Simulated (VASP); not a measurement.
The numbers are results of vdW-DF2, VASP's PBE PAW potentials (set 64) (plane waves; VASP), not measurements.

VASP input:

POSCAR:
```
KBr
6.6843320
  0.0000000000   0.5000000172   0.5000000172
  0.5000000172   0.0000000000   0.5000000172
  0.5000000172   0.5000000172   0.0000000000
K Br
1 1
direct
  0.0000000000   0.0000000000   0.0000000000
  0.5000000000   0.5000000000   0.5000000000
```

KPOINTS:
```
kpoints
0
Gamma
7 7 7
```

INCAR:
```
AGGAC = 0.0
ALGO = Normal
EDIFF = 1E-7
ENCUT = 520
GGA = ML
ISIF = 2
ISMEAR = 0
LASPH = .TRUE.
LCHARG = .FALSE.
LMAXMIX = 4
LREAL = .FALSE.
LUSE_VDW = .TRUE.
LWAVE = .FALSE.
NELM = 100
PREC = Accurate
SIGMA = 0.05
SYSTEM = KBr
ZAB_VDW = -1.8867
```

POTCAR, in this order: K_sv Br (PBE.64 set). Program: vasp_std.

Question: What will the output report for the number of irreducible k-points (NKPTS), largest plane-wave count, number of space-group operations, FFT grid (NGX, NGY, NGZ)?

Answer: 
```yaml
number of irreducible k-points (NKPTS): 20
largest_plane_wave_count: 2017
number_of_space_group_operations: 48
FFT grid (NGX, NGY, NGZ): 36 × 36 × 36
```

The compound is KBr in the rock salt structure. It was relaxed first.
